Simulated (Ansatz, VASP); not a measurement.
**One calculation of TiPdSe4, two programs**

```
Ti Pd Se
1.0
     5.62303    0.00000    0.00000
    -2.81152    4.86969    0.00000
     0.00000    0.00000    4.79452
Ti Pd Se
1 1 4
Direct
  0.66667 0.33333 0.50000
  0.33333 0.66667 0.00000
  0.66667 0.33333 0.00000
  0.16612 0.83388 0.50000
  0.16612 0.33224 0.50000
  0.66776 0.83388 0.50000
```

Alike in both runs: functional PBE; k mesh 2 × 2 × 2; occupations gaussian, width 0.15 eV; collinear spin.

Ansatz relaxed the structure, and its values are those at the end. VASP's run is a single point on that final structure, the one shown.

```csv
,VASP,Ansatz
version,VASP 6.6.1,Ansatz 0.2.0
potentials or method,"VASP PAW PBE potentials, release 64 (Ti_sv, Pd, Se)","scalar-relativistic, plane waves, PAW"
plane-wave cutoff (eV),520,420
valence electrons in the cell,46,94
```

VASP gave:

```
gap on the k mesh at the Fermi level (eV)                     : none
pressure (GPa)                                                : -0.2
rms of the force components (eV/Å)                            : 0.024
net moment per atom (μB)                                      : 0.00
size of the moment on the site where the two differ most (μB) : 0.00
```

Which values does Ansatz return?

gap on the k mesh at the Fermi level (eV): none; pressure (GPa): 0.0; rms of the force components (eV/Å): 0.001; net moment per atom (μB): 0.08; size of the moment on the site where the two differ most (μB): 0.35.

Site moments also hang on the region over which each program counts them. A gap of «none» marks a metal or a gap that the smearing closes. The functional is the same, so the differences come from potentials, cutoffs and numerics. The two sets of potentials don't hold the same shells in valence.

Caveats: the k mesh is coarse (spacing up to 0.66 Å⁻¹), so the values aren't converged.
